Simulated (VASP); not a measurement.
Data:

```
ZrO2
1.0
    3.55625     0.00000     0.00000
    0.00000     3.55625     0.00000
    0.00000     0.00000     5.16141
Zr O
2 4
Direct
  0.00000   0.00000   0.00000
  0.50000   0.50000   0.50000
  0.00000   0.50000   0.30177
  0.00000   0.50000   0.80177
  0.50000   0.00000   0.19823
  0.50000   0.00000   0.69823
```

Level of theory: PBE GGA, VASP's PBE PAW potentials (set 64) (plane waves; VASP). Run with 400 eV cut-off, 9×9×7 Γ-centred mesh, Fermi-Dirac smearing of 0.010 eV, potentials Zr_sv O.

At this cut-off the stress carries a Pulay error, which pulls relaxed volumes low.

Q: Give the force on each atom (eV/Å).

A: 
```json
[
 {"atom": "Zr1", "Fx": "0.000", "Fy": "0.000", "Fz": "0.000"},
 {"atom": "Zr2", "Fx": "0.000", "Fy": "0.000", "Fz": "0.000"},
 {"atom": "O3", "Fx": "0.000", "Fy": "0.000", "Fz": "-0.200"},
 {"atom": "O4", "Fx": "0.000", "Fy": "0.000", "Fz": "-0.200"},
 {"atom": "O5", "Fx": "0.000", "Fy": "0.000", "Fz": "0.200"},
 {"atom": "O6", "Fx": "0.000", "Fy": "0.000", "Fz": "0.200"}
]
```

Q: Give the stress tensor in GPa (positive for a compressed cell).

A: 
```
8.36  0.00  0.00
0.00  8.36  0.00
0.00  0.00  6.67
```
The pressure is its mean diagonal, 7.80 GPa.

The structure comes from a computed database's ZrO2 entry; how it stands against other phases isn't given here. The cell was not relaxed at this level.
